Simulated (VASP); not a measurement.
Input:

```
BaTiO3
1.0
    3.95146     0.00000     0.00000
    0.00000     3.95146     0.00000
    0.00000     0.00000     3.95146
Ba Ti O
1 1 3
Direct
  0.50000   0.50000   0.50000
  0.00000   0.00000   0.00000
  0.50000   0.00000   0.00000
  0.00000   0.50000   0.00000
  0.00000   0.00000   0.50000
```

Calculation: LDA (Ceperley-Alder, Perdew-Zunger), VASP's LDA PAW potentials (set 64) (plane waves; VASP). Numerical set-up: 520 eV cut-off, 10×10×10 Γ-centred mesh, Gaussian smearing of 0.010 eV, potentials Ba_sv Ti_sv O.

Unless said otherwise, spin-orbit coupling is left out, though it shifts the bands of the heavy elements here.

### Question
What does the run give for the energy per atom (σ→0), band gap (on the k-mesh) with the smallest direct gap where there is one?

### Answer

```json
{
  "band gap (on the k-mesh)": "1.73 eV",
  "smallest direct gap (on the k-mesh)": "1.83 eV",
  "energy per atom (σ→0)": "-8.831 eV/atom"
}
```

The absolute energy has meaning only against runs of the same code, potentials and settings.

The structure comes from a computed database's BaTiO3 entry (Pm-3m); how it stands against other phases isn't given here. It was relaxed first.
